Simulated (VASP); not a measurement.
An input for Quantum ESPRESSO's pw.x (written as the equivalent of a VASP run, and not itself run):

```
&CONTROL
  calculation = 'scf'
  pseudo_dir = './pseudo'
  outdir = './out'
  tprnfor = .true.
  tstress = .true.
/
&SYSTEM
  ibrav = 0
  nat = 1
  ntyp = 1
  ecutwfc = 62.5
  occupations = 'tetrahedra'
  input_dft = 'revpbe'
/
&ELECTRONS
  conv_thr = 7.3e-09
  electron_maxstep = 100
/
ATOMIC_SPECIES
  Pb 207.200 Pb.upf
CELL_PARAMETERS angstrom
     0.0000000    2.5366865    2.5366865
     2.5366865    0.0000000    2.5366865
     2.5366865    2.5366865    0.0000000
ATOMIC_POSITIONS crystal
  Pb   0.0000000  0.0000000  0.0000000
K_POINTS automatic
  14 14 14 0 0 0
```

Write the VASP files for the same calculation (revPBE).

Several could match; the one computed here: 
File POSCAR:
```
Pb
1
    0.0000000000     2.5366865053     2.5366865053
    2.5366865053     0.0000000000     2.5366865053
    2.5366865053     2.5366865053     0.0000000000
Pb
1
Direct
  0.0000000000   0.0000000000   0.0000000000
```

KPOINTS:
```
K-points
0
G
  14 14 14
0 0 0
```

INCAR:
```
! general
SYSTEM  = Pb
PREC    = Accurate
ENCUT   = 520
LREAL   = .False.
LASPH   = .True.

! electronic loop
EDIFF   = 1E-7
NELM    = 100
ALGO    = Normal
LMAXMIX = 4

! smearing
ISMEAR  = -5

! functional
GGA     = RE

! ions
ISIF    = 2

! output
LWAVE   = .False.
LCHARG  = .True.
LORBIT  = 11
NEDOS   = 601
```

POTCAR, in this order: Pb_d (PBE.64 set). Program: vasp_std.

What does not carry over: the potentials are each code's own (VASP's PAW set, PseudoDojo norm-conserving files in pw.x), so ENCUT and ecutwfc are chosen apart and not converted; conv_thr bounds pw.x's estimated SCF error, while EDIFF bounds the energy change between steps.

The compound is Pb in the fcc structure. It was relaxed first, which changed the volume by +8 %.
